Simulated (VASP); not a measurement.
Input:

```xyz
3
Lattice="2.1008 -3.6387 0.0000 2.1008 3.6387 0.0000 0.0000 0.0000 5.1644" Properties=species:S:1:pos:R:3 pbc="T T T"
Se     0.5063     0.8769     3.4429
Se     3.1890     0.0000     0.0000
Se     0.5063    -0.8769     1.7214
```

The numbers are results of optB88-vdW, VASP's PBE PAW potentials (set 64) (plane waves; VASP), not measurements. Numerical set-up: 520 eV cut-off, 7×7×5 Γ-centred mesh, tetrahedra with Blöchl corrections, potentials Se.

### Question
Estimate the energy per atom (σ→0).

### Answer

The energy per atom (σ→0) comes out as -1.865 eV/atom.

The absolute energy has meaning only against runs of the same code, potentials and settings.

The compound is Se in the trig structure. It was relaxed first.
